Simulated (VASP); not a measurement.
Output of a VASP run:

### OSZICAR
```
       N       E                     dE             d eps       ncg     rms          rms(c)
DAV:   1     0.829753367541E+02    0.82975E+02   -0.95042E+03   528   0.186E+03
DAV:   2    -0.205608418151E+01   -0.85031E+02   -0.82694E+02   550   0.329E+02
DAV:   3    -0.829048854051E+01   -0.62344E+01   -0.61986E+01   665   0.754E+01
DAV:   4    -0.839924718008E+01   -0.10876E+00   -0.10872E+00   594   0.111E+01
DAV:   5    -0.840139551199E+01   -0.21483E-02   -0.21482E-02   663   0.131E+00    0.292E+00
DAV:   6    -0.825790325893E+01    0.14349E+00   -0.25770E-01   804   0.978E+00    0.176E+00
DAV:   7    -0.823808384370E+01    0.19819E-01   -0.75358E-02   689   0.224E+00    0.565E-01
DAV:   8    -0.823881855712E+01   -0.73471E-03   -0.10668E-02   600   0.146E+00    0.104E-01
DAV:   9    -0.823921091076E+01   -0.39235E-03   -0.10940E-03   633   0.467E-01    0.527E-02
DAV:  10    -0.823927524488E+01   -0.64334E-04   -0.82771E-05   658   0.108E-01    0.288E-02
DAV:  11    -0.823932702865E+01   -0.51784E-04   -0.80821E-05   540   0.787E-02    0.354E-03
DAV:  12    -0.823932733611E+01   -0.30745E-06   -0.13686E-06   504   0.199E-02
   1 F= -.88903954E+01 E0= -.88903954E+01  d E =-.889040E+01
       N       E                     dE             d eps       ncg     rms          rms(c)
DAV:   1    -0.833207371801E+01   -0.92747E-01   -0.10440E+00   675   0.214E+01    0.157E+00
DAV:   2    -0.827366985481E+01    0.58404E-01   -0.10225E-01   635   0.723E+00    0.735E-01
DAV:   3    -0.825837488574E+01    0.15295E-01   -0.21029E-02   685   0.299E+00    0.148E-01
DAV:   4    -0.825705966015E+01    0.13152E-02   -0.18220E-03   618   0.716E-01    0.534E-02
DAV:   5    -0.825687751999E+01    0.18214E-03   -0.12152E-04   618   0.166E-01    0.145E-02
DAV:   6    -0.825687096410E+01    0.65559E-05   -0.19185E-05   635   0.799E-02    0.697E-03
DAV:   7    -0.825687156895E+01   -0.60485E-06   -0.29403E-06   503   0.337E-02
   2 F= -.88924670E+01 E0= -.88924670E+01  d E =-.207161E-02
       N       E                     dE             d eps       ncg     rms          rms(c)
DAV:   1    -0.825895571235E+01   -0.20847E-02   -0.81242E-02   665   0.575E+00    0.449E-01
DAV:   2    -0.825424991079E+01    0.47058E-02   -0.87703E-03   635   0.228E+00    0.205E-01
DAV:   3    -0.825307016637E+01    0.11797E-02   -0.14633E-03   680   0.787E-01    0.456E-02
DAV:   4    -0.825296365073E+01    0.10652E-03   -0.13302E-04   583   0.177E-01    0.152E-02
DAV:   5    -0.825294976767E+01    0.13883E-04   -0.96412E-06   655   0.470E-02    0.378E-03
DAV:   6    -0.825294955800E+01    0.20968E-06   -0.72225E-07   265   0.139E-02
   3 F= -.88928650E+01 E0= -.88928650E+01  d E =-.246961E-02
```

### OUTCAR
```
------------------------ aborting loop because EDIFF is reached ----------------------------------------
 Edisp (eV)   -0.63992
  FORCE on cell =-STRESS in cart. coord.  units (eV):
  Direction    XX          YY          ZZ          XY          YZ          ZX
  --------------------------------------------------------------------------------------
  Total       0.00887     0.00887     0.00887    -0.00000     0.00000    -0.00000
  in kB       0.31017     0.31017     0.31017    -0.00000     0.00000    -0.00000
  external pressure =        0.31 kB  Pullay stress =        0.00 kB
  volume of cell :       45.82
      direct lattice vectors                 reciprocal lattice vectors
     0.000000000  2.840143399  2.840143399    -0.176047449  0.176047449  0.176047449
     2.840143399  0.000000000  2.840143399     0.176047449 -0.176047449  0.176047449
     2.840143399  2.840143399 -0.000000000     0.176047449  0.176047449 -0.176047449
  FREE ENERGIE OF THE ION-ELECTRON SYSTEM (eV)
  ---------------------------------------------------
  free  energy   TOTEN  =        -8.8928649857 eV

  energy  without entropy=       -8.8928649857  energy(sigma->0) =       -8.89286499

 reached required accuracy - stopping structural energy minimisation
```
(Selected blocks of OUTCAR.)

### POSCAR
```
GaAs
1
    0.0000000000     2.8250000000     2.8250000000
    2.8250000000     0.0000000000     2.8250000000
    2.8250000000     2.8250000000     0.0000000000
Ga As
1 1
Direct
  0.0000000000   0.0000000000   0.0000000000
  0.2500000000   0.2500000000   0.2500000000
```

Write an INCAR and KPOINTS that could have produced this output.

Several could match; the one computed here: the input of the run itself, PBE GGA with D3 dispersion (Becke-Johnson damping), plane waves, VASP's PBE PAW potentials (set 64).

KPOINTS:
```
Regular mesh
0
Gamma
 7 7 7
0 0 0
```

### INCAR
```
ALGO = Normal
LASPH = .True.
LWAVE = .False.
PREC = Accurate
EDIFFG = -0.01
LREAL = .False.   ! projection in real space or not
IVDW = 12   ! D3, Becke-Johnson
ISMEAR = 0
LMAXMIX = 4
GGA = PE
NSW = 60   ! most ionic steps
ENCUT = 520
NELM = 100   ! most electronic steps
EDIFF = 1E-6
SIGMA = 0.05   ! width (eV)
LCHARG = .False.
IBRION = 2
SYSTEM = GaAs
ISIF = 3   ! ions, shape and volume
```

POTCAR, in this order: Ga_d As (PBE.64 set). Program: vasp_std.

The compound is GaAs in the zinc blende structure. This run relaxes it. Symmetry was kept, so distortions that lower it aren't found.
